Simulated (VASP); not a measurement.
OSZICAR of a VASP run on Cd (atoms displaced from the space group 194 structure):

**OSZICAR**
```
       N       E                     dE             d eps       ncg     rms          rms(c)
DAV:   1     0.273497809496E+03    0.27350E+03   -0.19598E+04  5628   0.113E+03
DAV:   2     0.454376454430E+01   -0.26895E+03   -0.26196E+03  5636   0.354E+02
DAV:   3    -0.316174452077E+01   -0.77055E+01   -0.75991E+01  6128   0.677E+01
DAV:   4    -0.319324980591E+01   -0.31505E-01   -0.31443E-01  5756   0.317E+00
DAV:   5    -0.319334841968E+01   -0.98614E-04   -0.98602E-04  6000   0.173E-01    0.693E+00
DAV:   6    -0.301802441788E+01    0.17532E+00   -0.51561E-01  5700   0.691E+00    0.546E+00
DAV:   7    -0.300233963867E+01    0.15685E-01   -0.97305E-02  5768   0.249E+00    0.167E+00
DAV:   8    -0.300066922040E+01    0.16704E-02   -0.13663E-02  5660   0.126E+00    0.156E-01
DAV:   9    -0.300072013961E+01   -0.50919E-04   -0.36792E-05  6108   0.495E-02    0.571E-02
DAV:  10    -0.300078719614E+01   -0.67057E-04   -0.59573E-05  5652   0.617E-02    0.129E-02
DAV:  11    -0.300078711350E+01    0.82633E-07   -0.22413E-06  3548   0.152E-02
   1 F= -.30007871E+01 E0= -.29704607E+01  d E =-.606528E-01
```

Problem. Which electronic solver shows in the log?

Solution. It is blocked Davidson (ALGO = Normal, or the opening steps of other solvers). The INCAR had ALGO = Normal.

Problem. Can the final energy be trusted as converged?

Solution. Self-consistency was reached. It stopped with EDIFF = 1E-6, NELM = 100 (PBE GGA, plane waves, VASP's PBE PAW potentials (set 64)).

The structure was generated: Cd was put into an ordered model structure, which need not be its known phase. The cell was not relaxed at this level, atoms are displaced from their ideal sites. The run is one of a series of settings (KPOINTS 8×8×3 Γ-centred mesh against the base run), some of them coarse on purpose.
